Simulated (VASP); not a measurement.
Input:

```
CELL_PARAMETERS angstrom
      3.15143     0.00000     0.00000
     -1.57571     2.72922     0.00000
      0.00000     0.00000     5.82948
ATOMIC_POSITIONS crystal
  Pd 0.33333 0.66667 0.00828
  Pd 0.66667 0.33333 0.50828
  C  0.33333 0.66667 0.36672
  C  0.66667 0.33333 0.86672
```

All values below come from PBEsol GGA, VASP's PBE PAW potentials (set 64) (plane waves; VASP). Numerical set-up: 520 eV cut-off, 12×12×6 Γ-centred mesh, tetrahedra with Blöchl corrections, potentials Pd C.

The cores are frozen, which limits the accuracy of field gradients.

Problem. Give the principal components of the electric field gradient (V/Å²) and the asymmetry η at each nucleus.

Solution. 
```tsv
atom	Vxx	Vyy	Vzz	η
Pd1	27.2	27.2	-54.5	0.00
Pd2	27.2	27.2	-54.5	0.00
C3	0.4	0.4	-0.7	0.00
C4	0.4	0.4	-0.7	0.00
```

The structure was generated: PdC was put into the wurtzite type (P6_3mc), which need not be its known phase. It was relaxed first, which changed the volume by -18 %.
